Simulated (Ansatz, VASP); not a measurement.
## One calculation of Ta5Br3, two programs

```
Ta Br
1.0
     3.13843    0.00000    0.00000
     0.00000    5.01352    0.00000
     0.00000    0.00000    9.94845
Ta Br
5 3
Direct
  0.00000 0.00000 0.50000
  0.00000 0.00000 0.00000
  0.50000 0.50000 0.00000
  0.50000 0.00000 0.76171
  0.50000 0.00000 0.23829
  0.00000 0.50000 0.78471
  0.00000 0.50000 0.21529
  0.50000 0.50000 0.50000
```

Change from the starting cell: species swapped into the Ti3Al5 type (Pmmm, No. 47).

Alike in both runs: functional PBE; k mesh 4 × 4 × 2; occupations gaussian, width 0.2 eV; no spin polarisation.

Ansatz relaxed the structure, and its values are those at the end. VASP's run is a single point on that final structure, the one shown.

|  | VASP | Ansatz |
| --- | --- | --- |
| version | VASP 6.6.1 | Ansatz 0.2.0 |
| potentials or method | VASP PAW PBE potentials, release 64 (Ta_pv, Br) | scalar-relativistic, plane waves, PAW |
| plane-wave cutoff (eV) | 520 | 420 |
| valence electrons in the cell | 76 | 86 |

|  | VASP | Ansatz | Ansatz less VASP |
| --- | --- | --- | --- |
| gap on the k mesh at the Fermi level (eV) | none | none | - |
| pressure (GPa) | 0.1 | 0.1 | -0.06 |
| rms of the force components (eV/Å) | 0.009 | 0.009 | 0.0000 |

A gap of «none» marks a metal or a gap that the smearing closes. The two sets of potentials don't hold the same shells in valence.

Caveats: the k mesh is coarse (spacing up to 0.50 Å⁻¹), so the values aren't converged. Spin-orbit coupling is left out, which matters for the levels of Ta.
